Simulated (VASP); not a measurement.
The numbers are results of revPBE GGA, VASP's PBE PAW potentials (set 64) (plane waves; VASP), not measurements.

Input for VASP

**KPOINTS**
```
Automatic mesh
0
Gamma
9 9 9
0 0 0
```

### INCAR
```
SYSTEM = AlNi3
PREC = Accurate
ENCUT = 300
EDIFF = 1E-6
NELM = 100
ALGO = Normal
LREAL = .FALSE.
LASPH = .TRUE.
ISMEAR = 1
SIGMA = 0.2
GGA = RE
LMAXMIX = 4
LWAVE = .FALSE.
LCHARG = .FALSE.
ISIF = 3
ISPIN = 2
LORBIT = 11
IBRION = 2
NSW = 50
EDIFFG = -0.01
```

File POSCAR:
```
AlNi3
1
    3.5945680000     0.0000000000     0.0000000000
    0.0000000000     3.5945680000     0.0000000000
    0.0000000000     0.0000000000     3.5945680000
Al Ni
1 3
Direct
  0.0000000000   0.0000000000   0.0000000000
  0.0000000000   0.5000000000   0.5000000000
  0.5000000000   0.0000000000   0.5000000000
  0.5000000000   0.5000000000   0.0000000000
```

POTCAR, in this order: Al Ni (PBE.64 set). Program: vasp_std. The INCAR's line for the spin-polarised start is left out here.

At this cut-off the stress carries a Pulay error, which pulls relaxed volumes low. The run has a spin-polarised start.

**Question.** Predict the energy per atom (σ→0), cell moment, volume per atom, band gap (on the k-mesh).

**Answer.** 
The energy per atom (σ→0) is -5.116 eV/atom and the cell moment is 0.77 μB. The band gap (on the k-mesh) is none (metal, semimetal or under 0.01 eV). The volume per atom is 11.55 Å³/atom.

File OSZICAR:
```
...
       N       E                     dE             d eps       ncg     rms          rms(c)
DAV:   1    -0.204662121421E+02   -0.42211E-02   -0.33303E-02  3318   0.274E+00    0.584E-01
DAV:   2    -0.204671921653E+02   -0.98002E-03   -0.44279E-02  3696   0.344E+00    0.597E-01
DAV:   3    -0.204622237796E+02    0.49684E-02   -0.14583E-02  3710   0.201E+00    0.775E-02
DAV:   4    -0.204621621122E+02    0.61667E-04   -0.25265E-04  3347   0.114E-01    0.365E-02
DAV:   5    -0.204621577644E+02    0.43477E-05   -0.84577E-06  4133   0.324E-02    0.101E-02
DAV:   6    -0.204621580647E+02   -0.30032E-06   -0.12504E-06  2160   0.138E-02
   3 F= -.20462158E+02 E0= -.20463649E+02  d E =-.612386E-03  mag=     0.7699
```

The structure comes from a computed database's AlNi3 entry; how it stands against other phases isn't given here. This run relaxes it. Symmetry was kept, so distortions that lower it aren't found. The run is one of a series of settings (EDIFFG = -0.01, IBRION = 2, ISIF = 3, NSW = 50 against the base run), some of them coarse on purpose.
